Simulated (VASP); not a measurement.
## A VASP study of SiC (Moissanite 3C) (PBE): structure first, properties next

Aim: relax SiC (Moissanite 3C) with PBE, compute its properties on that cell and hold them against experiment. The steps: full relaxation (PBE), second relaxation, density, ELF and potential (PBE), band structure (PBE), density of states (PBE), zone-centre phonons (PBE), volume scan with PBE, fit for PBE, independent-particle dielectric function (PBE), bands along the symmetry lines (HSE06) and band structure (TB-mBJ). The start is a cell from a database of measured crystal structures.

Main program and level: VASP 6.6.1; PBE; plane waves and PAW (Si, C), in the first sound run; inputs show where later runs differ.

**What experiment says.**

“On melting of silicon carbide under pressure” (2012, arxiv:1210.3244) quotes from earlier work for SiC, 3C polytype (zincblende) (single crystals from silicon oxide and carbon black reaction at 2800 K, annealed in air): lattice constant a (a of cubic 3C-SiC starting crystals) 4.357 Å [Starting-material characterisation; no method, uncertainty or temperature given].

For SiC, 3C (beta, cubic zinc blende) (literature average; scatter up to 0.2), “Infrared properties of SiC particles” (1999, arxiv:astro-ph/9903031) quotes earlier work: ε∞ (high-frequency dielectric constant) 6.49 [average of published experimental values; polytype label garbled in the row, 3C inferred …].

For SiC, zinc blende (3C, beta) (bulk crystal), “Thermal Expansion of 3C-SiC Obtained from In-Situ X-ray Diffraction at High Temperature and First-Principal Calculations” (2022, pmc:9505936) quotes earlier work: bulk modulus (bulk modulus B) 225 GPa [quoted from earlier work; slightly different from the 221 GPa implied by the listed …].

For SiC, 3C (zinc blende) (high-purity CVD 3C-SiC wafer, 292 K), “Optical properties of silicon carbide for astrophysical applications I. New laboratory infrared reflectance spectra and optical constants” (2008, arxiv:0803.1210) gives, by FTIR reflectance, classical dispersion analysis: infrared mode (TO at Gamma) about 797.5 cm⁻¹ [TO position from reflectance band and dispersion fit; imperfect surface polish].

“Insight into the structural, elastic and electronic properties of a new orthorhombic 6O-SiC polytype” (2020, pmc:7200658) reports for SiC, cubic 3C zincblende, by micro-Raman, 532 nm (natural grain in siliceous breccia, 300 K): LO mode (LO) 972 cm⁻¹ [natural crystal in rock pores, doping unknown, which may shift the LO mode].

## (1) The starting structure

Before any relaxation, the start is as follows. It takes space group F-43m (No. 216, cubic). The conventional cell has a = 4.358 Å, b = 4.358 Å, c = 4.358 Å, α = 90.00°, β = 90.00°, γ = 90.00°. Nearest to Si lie 4 C at 1.89 Å. Nearest to C lie 4 Si at 1.89 Å. Farther neighbours are not listed.

As a file:

```cif
data_structure
_symmetry_space_group_name_H-M 'P 1'
_symmetry_Int_Tables_number 1
_cell_length_a 3.0816
_cell_length_b 3.0816
_cell_length_c 3.0816
_cell_angle_alpha 60.000
_cell_angle_beta 60.000
_cell_angle_gamma 60.000
_cell_volume 20.69
loop_
_atom_site_label
_atom_site_type_symbol
_atom_site_fract_x
_atom_site_fract_y
_atom_site_fract_z
_atom_site_occupancy
Si1 Si 0.00000 0.00000 0.00000 1
C2 C 0.25000 0.25000 0.25000 1
```

## (2) Full relaxation (PBE)

Properties are meant for the cell that this level of theory prefers, so cell and atoms are relaxed first (ISIF = 3) until forces and stress are small; EDIFFG sets the threshold. PBE, the usual starting point, adds the gradient of the density.

Input file INCAR:

```
SYSTEM = SiC
PREC = Accurate
ENCUT = 520
EDIFF = 1E-06
NELM = 100
ISMEAR = 0
SIGMA = 0.05
LREAL = .FALSE.
ALGO = Normal
GGA = PE
NBANDS = 10
LORBIT = 11
LWAVE = .FALSE.
LCHARG = .FALSE.
KPAR = 2
IBRION = 2
NSW = 60
ISIF = 3
EDIFFG = -0.01
```

Input file POSCAR:

```
SiC
1.0
    0.0000000000      2.1790000000      2.1790000000
    2.1790000000      0.0000000000      2.1790000000
    2.1790000000      2.1790000000      0.0000000000
Si C
1 1
Direct
    0.0000000000      0.0000000000      0.0000000000
    0.2500000000      0.2500000000      0.2500000000
```

Input file KPOINTS:

```
Automatic mesh
0
Gamma
9 9 9
0 0 0
```

The projector-augmented-wave data sets are Si and C (PBE family, release 64).

Run with:

```
mpirun -np 2 vasp_std
```

The program printed:

```text
[banner, memory and clock lines left out]
running    2 mpi-ranks, on    1 nodes
 distrk:  each k-point on    1 cores,    2 groups
 distr:  one band on    1 cores,    1 groups

 POSCAR found type information on POSCAR SiC
 POSCAR found :  2 types and       2 ions
 LDA part: xc-table for (Slater+PW92), standard interpolation
 POSCAR, INCAR and KPOINTS ok, starting setup
 FFT: planning ... GRIDC
 FFT: planning ... GRID_SOFT
 FFT: planning ... GRID
 WAVECAR not read
 entering main loop
       N       E                     dE             d eps       ncg     rms          rms(c)
DAV:   1     0.516245812452E+01    0.51625E+01   -0.39729E+03   716   0.671E+02
DAV:   2    -0.162550867877E+02   -0.21418E+02   -0.19427E+02   946   0.115E+02
DAV:   3    -0.169099186686E+02   -0.65483E+00   -0.65335E+00   824   0.177E+01
DAV:   4    -0.169126464272E+02   -0.27278E-02   -0.27275E-02   788   0.140E+00
DAV:   5    -0.169126599563E+02   -0.13529E-04   -0.13529E-04   820   0.931E-02    0.881E+00
DAV:   6    -0.151154255827E+02    0.17972E+01   -0.67501E+00   730   0.125E+01    0.389E+00
DAV:   7    -0.150648540097E+02    0.50572E-01   -0.37438E-01   824   0.378E+00    0.178E+00
DAV:   8    -0.150571973179E+02    0.76567E-02   -0.20626E-02   714   0.103E+00    0.163E-01
DAV:   9    -0.150573344320E+02   -0.13711E-03   -0.14713E-03   922   0.234E-01    0.112E-01
DAV:  10    -0.150574414969E+02   -0.10706E-03   -0.20980E-04   772   0.969E-02    0.244E-02
DAV:  11    -0.150574436645E+02   -0.21676E-05   -0.37760E-05   792   0.344E-02    0.589E-03
DAV:  12    -0.150574440597E+02   -0.39514E-06   -0.14534E-06   436   0.828E-03
   1 F= -.15057444E+02 E0= -.15057444E+02  d E =-.150574E+02
 curvature:   0.00 expect dE= 0.000E+00 dE for cont linesearch  0.000E+00
 trial: gam= 0.00000 g(F)=  0.910E-48 g(S)=  0.125E-01 ort = 0.000E+00 (trialstep = 0.100E+01)
 search vector abs. value=  0.125E-01
 bond charge predicted
       N       E                     dE             d eps       ncg     rms          rms(c)
DAV:   1    -0.150624872297E+02   -0.50436E-02   -0.23267E-01   704   0.340E+00    0.536E-01
DAV:   2    -0.150583161200E+02    0.41711E-02   -0.10489E-02   720   0.571E-01    0.266E-01
DAV:   3    -0.150574469738E+02    0.86915E-03   -0.13441E-03   758   0.224E-01    0.756E-02
DAV:   4    -0.150572847607E+02    0.16221E-03   -0.22891E-04   730   0.749E-02    0.317E-02
DAV:   5    -0.150572803537E+02    0.44070E-05   -0.78703E-06   776   0.180E-02    0.197E-02
DAV:   6    -0.150572788000E+02    0.15536E-05   -0.81360E-07   372   0.653E-03    0.502E-03
DAV:   7    -0.150572790838E+02   -0.28374E-06   -0.16853E-07   352   0.258E-03
   2 F= -.15057279E+02 E0= -.15057279E+02  d E =0.164976E-03
 trial-energy change:    0.000165  1 .order    0.000013   -0.012489    0.012515
 step:   0.4904(harm=  0.4995)  dis= 0.00000  next Energy=   -15.060488 (dE=-0.304E-02)
 bond charge predicted
       N       E                     dE             d eps       ncg     rms          rms(c)
DAV:   1    -0.150618023731E+02   -0.45236E-02   -0.61142E-02   702   0.176E+00    0.275E-01
DAV:   2    -0.150607288708E+02    0.10735E-02   -0.26721E-03   718   0.291E-01    0.136E-01
DAV:   3    -0.150605063366E+02    0.22253E-03   -0.36127E-04   754   0.116E-01    0.373E-02
DAV:   4    -0.150604694316E+02    0.36905E-04   -0.58256E-05   728   0.380E-02    0.167E-02
DAV:   5    -0.150604695907E+02   -0.15914E-06   -0.20316E-06   524   0.924E-03
   3 F= -.15060470E+02 E0= -.15060470E+02  d E =-.302553E-02
 curvature:  -0.25 expect dE=-0.681E-08 dE for cont linesearch -0.681E-08
 trial: gam=-0.00148 g(F)=  0.110E-47 g(S)=  0.273E-07 ort = 0.185E-04 (trialstep = 0.898E+00)
 search vector abs. value=  0.100E-09
 reached required accuracy - stopping structural energy minimisation
```

Elapsed: 9.4 s, on 2 MPI ranks of AMD EPYC 7R43, shared host; peak memory 0.2 GiB.

Lines that name or quote the potential files are left out of all logs, and their timing lines are given in words.

From OUTCAR (step 2):

```text
ion  position               nearest neighbor table
   1  0.000  0.000  0.000-   2 1.89   2 1.89   2 1.89   2 1.89
   2  0.250  0.250  0.250-   1 1.89   1 1.89   1 1.89   1 1.89

  LATTYP: Found a face centered cubic cell.
 ALAT       =     4.3580000000

 Subroutine GETGRP returns: Found 24 space group operations
 (whereof 24 operations were pure point group operations)

The static configuration has the point symmetry T_d .

 Found     35 irreducible k-points:

   k-points           NKPTS =     35   k-points in BZ     NKDIM =     35   number of bands    NBANDS=     10

   dimension x,y,z NGX =    24 NGY =   24 NGZ =   24
   dimension x,y,z NGXF=    48 NGYF=   48 NGZF=   48

   ENCUT  =  520.0 eV  38.22 Ry    6.18 a.u.   5.73  5.73  5.73*2*pi/ulx,y,z

   NELECT =       8.0000    total number of electrons

 k-points in reciprocal lattice and weights: Automatic mesh
   0.00000000  0.00000000  0.00000000       0.001
   0.11111111  0.00000000  0.00000000       0.011
   0.22222222  0.00000000  0.00000000       0.011
   0.33333333  0.00000000  0.00000000       0.011
   0.44444444  0.00000000  0.00000000       0.011
   0.11111111  0.11111111  0.00000000       0.008
   0.22222222  0.11111111  0.00000000       0.033
   0.33333333  0.11111111  0.00000000       0.033
   0.44444444  0.11111111  0.00000000       0.033
[...]
-0.33333333  0.44444444  0.11111111       0.033
  -0.33333333  0.44444444  0.22222222       0.033

 average (electrostatic) potential at core
       1 -80.5747       2 -44.9911

 E-fermi :   8.1548

 k-point     1 :       0.0000    0.0000    0.0000
  band No.  band energies     occupation
      1      -7.3454      2.00000
      2       7.9429      2.00000
      3       7.9429      2.00000
      4       7.9429      2.00000
      5      14.0048      0.00000
      6      15.1487      0.00000
      7      15.1487      0.00000
      8      15.1487      0.00000
      9      22.3637      0.00000
    ...

 k-point     2 :       0.1111    0.0000    0.0000
  band No.  band energies     occupation
      1      -7.1073      2.00000
      2       6.7327      2.00000
      3       7.7810      2.00000
      4       7.7810      2.00000
      5      14.2888      0.00000
      6      15.4372      0.00000
      7      15.4372      0.00000
      8      15.5030      0.00000
      9      21.3044      0.00000
    ...

 k-point     3 :       0.2222    0.0000    0.0000
  band No.  band energies     occupation
      1      -6.4066      2.00000
      2       4.3192      2.00000
      3       7.4297      2.00000
      4       7.4297      2.00000
      5      13.9208      0.00000
      6      15.7748      0.00000
      7      15.7748      0.00000
      8      16.8609      0.00000
      9      20.8141      0.00000
    ...

  Total        0.0006141      0.0006141      0.0006141     -0.0000000      0.0000000     -0.0000000
  in kB        0.0468538      0.0468538      0.0468538     -0.0000000      0.0000000     -0.0000000
  external PRESSURE =       0.0468538 kB  Pullay stress =       0.0000000 kB

  energy-cutoff  :      520.00
  volume of cell :       21.00
      direct lattice vectors                 reciprocal lattice vectors
     0.000000000  2.189707343  2.189707343    -0.228341016  0.228341016  0.228341016
     2.189707343 -0.000000000  2.189707343     0.228341016 -0.228341016  0.228341016
     2.189707343  2.189707343 -0.000000000     0.228341016  0.228341016 -0.228341016

 POSITION                                       TOTAL-FORCE (eV/Angst)
 -----------------------------------------------------------------------------------
      0.00000      0.00000      0.00000         0.000000     -0.000000     -0.000000
      1.09485      1.09485      1.09485        -0.000000      0.000000      0.000000
 -----------------------------------------------------------------------------------
    total drift:                                0.000000      0.000000      0.000000

  FREE ENERGIE OF THE ION-ELECTRON SYSTEM (eV)
  ---------------------------------------------------
  free  energy   TOTEN  =       -15.0604695907 eV

  energy  without entropy=      -15.0604695907  energy(sigma->0) =      -15.06046959

 reached required accuracy - stopping structural energy minimisation

 total charge
# of ion       s       p       d       tot
------------------------------------------
    1        0.706   0.961   0.000   1.667
    2        0.836   1.695   0.000   2.531
--------------------------------------------------
tot          1.542   2.656   0.000   4.198

[... 3 further parts left out ...]
```

CONTCAR:

```
SiC
   1.00000000000000
     0.0000000000000000    2.1897073425178832    2.1897073425178832
     2.1897073425178832   -0.0000000000000000    2.1897073425178832
     2.1897073425178832    2.1897073425178832   -0.0000000000000000
  Si              C
     1     1
Direct
     0.0000000000000000    0.0000000000000000    0.0000000000000000
     0.2500000000000000    0.2500000000000000    0.2500000000000000
```

The gap is read on the k-mesh alone, so it is an upper bound where the band edges lie off the mesh. The run keeps the 24 symmetry operations of its start, so it cannot find a distortion of lower symmetry.

The steps of the relaxation:

| step | energy less that of the first step (eV) | largest force (eV/Å) | pressure (GPa) | volume (Å³) |
| --- | --- | --- | --- | --- |
| 1 | 0.0000 | 0.0000 | 3.22 | 20.69 |
| 2 | 0.0002 | 0.0000 | -3.13 | 21.32 |
| 3 | -0.0030 | 0.0000 | 0.00 | 21.00 |

| conventional cell, symmetrised | before | after | change |
| --- | --- | --- | --- |
| a (Å) | 4.358 | 4.379 | +0.5 % |
| b (Å) | 4.358 | 4.379 | +0.5 % |
| c (Å) | 4.358 | 4.379 | +0.5 % |
| volume (Å³/atom) | 10.35 | 10.50 | +1.5 % |

The relaxed structure:

```xyz
2
Lattice="0.0000 2.1897 2.1897 2.1897 0.0000 2.1897 2.1897 2.1897 0.0000" Properties=species:S:1:pos:R:3 pbc="T T T"
Si    0.0000    0.0000    0.0000
C     1.0949    1.0949    1.0949
```

Numbers from this step:

```yaml
electrons: 8
bands: 10
irreducible_k_points: 35
symmetry_operations: 24
free_energy_toten: -15.06 eV
fermi_energy: 8.155 eV
pressure: 0.004685 GPa
metallic: no
valence_top_at_k: 0, 0, 0
conduction_bottom_at_k: 0.4444, 0.4444, 0
least_direct_gap_at_k: 0.4444, 0.4444, 0
scf_cycles_over_all_ionic_steps: 24
gap_on_the_k_mesh: 1.513 eV
least_direct_gap_on_the_k_mesh: 4.605 eV
```

It ends with forces that vanish by symmetry and a pressure of 0.00 GPa. The volume lies +1.5 % from that of the database's start.

## (3) Second relaxation

A relaxation keeps the plane waves of the cell it began with, so it is repeated from the new cell, on a basis made for it.

INCAR is that of step 2.

Input file POSCAR:

```
SiC
1.0
    0.0000000000      2.1897073425      2.1897073425
    2.1897073425      0.0000000000      2.1897073425
    2.1897073425      2.1897073425      0.0000000000
Si C
1 1
Direct
    0.0000000000      0.0000000000      0.0000000000
    0.2500000000      0.2500000000      0.2500000000
```

KPOINTS is that of step 2.

Run with:

```
mpirun -np 2 vasp_std
```

The program printed:

```text
[... set-up lines as in an earlier step ...]
 entering main loop
       N       E                     dE             d eps       ncg     rms          rms(c)
DAV:   1     0.416809787006E+01    0.41681E+01   -0.39144E+03   708   0.666E+02
DAV:   2    -0.161753006348E+02   -0.20343E+02   -0.19021E+02   864   0.110E+02
DAV:   3    -0.168721166018E+02   -0.69682E+00   -0.69540E+00   822   0.183E+01
DAV:   4    -0.168751590919E+02   -0.30425E-02   -0.30420E-02   822   0.150E+00
DAV:   5    -0.168751739053E+02   -0.14813E-04   -0.14813E-04   828   0.968E-02    0.866E+00
DAV:   6    -0.151139880031E+02    0.17612E+01   -0.67318E+00   730   0.124E+01    0.381E+00
DAV:   7    -0.150678542408E+02    0.46134E-01   -0.35505E-01   816   0.370E+00    0.176E+00
DAV:   8    -0.150603111555E+02    0.75431E-02   -0.20296E-02   716   0.102E+00    0.163E-01
DAV:   9    -0.150604507751E+02   -0.13962E-03   -0.14821E-03   928   0.234E-01    0.111E-01
DAV:  10    -0.150605606236E+02   -0.10985E-03   -0.21747E-04   776   0.979E-02    0.244E-02
DAV:  11    -0.150605628408E+02   -0.22172E-05   -0.39767E-05   790   0.349E-02    0.595E-03
DAV:  12    -0.150605632491E+02   -0.40831E-06   -0.15447E-06   452   0.848E-03
   1 F= -.15060563E+02 E0= -.15060563E+02  d E =-.150606E+02
 curvature:   0.00 expect dE= 0.000E+00 dE for cont linesearch  0.000E+00
 trial: gam= 0.00000 g(F)=  0.376E-47 g(S)=  0.483E-08 ort = 0.000E+00 (trialstep = 0.100E+01)
 search vector abs. value=  0.493E-08
 reached required accuracy - stopping structural energy minimisation
```

Elapsed: 5 s, on 2 MPI ranks; peak memory 0.2 GiB; 8.7 s of CPU time.

From OUTCAR (step 3):

```text
  LATTYP: Found a face centered cubic cell.
 ALAT       =     4.3794146850

The static configuration has the point symmetry T_d .

 Found     35 irreducible k-points:

   ENCUT  =  520.0 eV  38.22 Ry    6.18 a.u.   5.76  5.76  5.76*2*pi/ulx,y,z

   NELECT =       8.0000    total number of electrons

 E-fermi :   8.1548

 k-point     1 :       0.0000    0.0000    0.0000
  band No.  band energies     occupation
      1      -7.3454      2.00000
      2       7.9430      2.00000
      3       7.9430      2.00000
      4       7.9430      2.00000
      5      14.0047      0.00000
      6      15.1487      0.00000
      7      15.1487      0.00000
      8      15.1487      0.00000
      9      22.3637      0.00000
    ...

 k-point     2 :       0.1111    0.0000    0.0000
  band No.  band energies     occupation
      1      -7.1073      2.00000
      2       6.7328      2.00000
      3       7.7812      2.00000
      4       7.7812      2.00000
      5      14.2888      0.00000
      6      15.4372      0.00000
      7      15.4372      0.00000
      8      15.5030      0.00000
      9      21.3043      0.00000
    ...

  Total        0.0002583      0.0002583      0.0002583      0.0000000     -0.0000000      0.0000000
  in kB        0.0197069      0.0197069      0.0197069      0.0000000     -0.0000000      0.0000000
  external PRESSURE =       0.0197069 kB  Pullay stress =       0.0000000 kB

  energy-cutoff  :      520.00
  volume of cell :       21.00
      direct lattice vectors                 reciprocal lattice vectors
     0.000000000  2.189707343  2.189707343    -0.228341016  0.228341016  0.228341016
     2.189707343  0.000000000  2.189707343     0.228341016 -0.228341016  0.228341016
     2.189707343  2.189707343  0.000000000     0.228341016  0.228341016 -0.228341016

 POSITION                                       TOTAL-FORCE (eV/Angst)
 -----------------------------------------------------------------------------------
      0.00000      0.00000      0.00000         0.000000      0.000000      0.000000
      1.09485      1.09485      1.09485        -0.000000     -0.000000     -0.000000
 -----------------------------------------------------------------------------------
    total drift:                                0.000000      0.000000      0.000000

  FREE ENERGIE OF THE ION-ELECTRON SYSTEM (eV)
  ---------------------------------------------------
  free  energy   TOTEN  =       -15.0605632491 eV

  energy  without entropy=      -15.0605632491  energy(sigma->0) =      -15.06056325

[... 6 parts as in an earlier step ...]

[... 6 further parts left out ...]
```

Little changed from the start: no atom moved by 0.005 Å and no cell edge by 0.1 %.

This step gave:

- pressure: 0.001971 GPa
- SCF cycles over all ionic steps: 12
- least direct gap on the k-mesh: 4.604 eV

It ends with forces that vanish by symmetry and a pressure of 0.00 GPa. The volume moved by under 0.01 %: the run met its threshold at the first step.

[end of part 1 of 6]

[Lines on the potential files, build, host, timing and source positions are cut from VASP's logs without a mark.]

[Logs are printed without paths, hosts, clocks, repeated set-up lines and the standing remarks that a program may print on its own settings, such as how far it seeks lower states.]

[Hosts, paths, dates, database ids (printed as entryN), source tags and the programs' standing remarks are cut or masked in the printed files.]

[A measured line is paired with the nearest computed mode of its activity, which favours agreement.]
